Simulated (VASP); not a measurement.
A run of VASP 6.6.1:

The input INCAR:

```
PREC = Normal
ENCUT = 520
EDIFF = 1E-5
ISMEAR = 0
SIGMA = 0.15
LREAL = Auto
LASPH = T
NELM = 80
ALGO = Fast
ISIF = 3
LWAVE = F
LCHARG = F
GGA = PE
IBRION = 2
NSW = 110
EDIFFG = -0.03
ISYM = 0
KPAR = 2
```

File KPOINTS:

```
regular mesh
0
Gamma
  4 5 3
```

POSCAR

```
Al3Si2F
1.0
    5.6553801800     -0.0484133400     -0.0570405000
   -0.0378941300      4.4496521800      0.0091511800
   -0.0780081000      0.0159891900      7.6151939100
Al Si F
6 4 2
Direct
    0.2672473800      0.4916100100      0.9741025300
    0.8005933900      0.5649127600      0.9548007000
    0.2884173500      0.4817120300      0.2649281700
    0.7394074500      0.5394784400      0.2498141800
    0.2913180400      0.0081285100      0.5502261300
    0.7714589700      0.9752178800      0.5755638300
    0.9706950200      0.0299005800      0.8462207500
    0.4782514400      0.0080752100      0.8617533300
    0.9939103600      0.5463119500      0.5686199200
    0.5262156200      0.4784315600      0.5712752900
    0.2053566900      0.0333945900      0.3276405900
    0.6976262900      0.9741732800      0.3229870500
```

Potentials or basis: VASP PAW PBE potentials, release 64 (Al, Si, F).

Run with:

```bash
$ cat potpaw_PBE.64/Al/POTCAR potpaw_PBE.64/Si/POTCAR potpaw_PBE.64/F/POTCAR > POTCAR
$ mpirun -np 2 vasp_std > vasp.out
```

Hardware: 2 MPI ranks on Intel(R) Xeon(R) 6975P-C (Granite Rapids) (shared host).

**Question.** Estimate the wall time of this run.

**Answer.** Run time: 8 min on 2 MPI ranks on Intel(R) Xeon(R) 6975P-C (Granite Rapids), on a shared host, peak memory 0.26 GiB a rank. Counts: scf iterations 336, k points 31, ion steps 52.
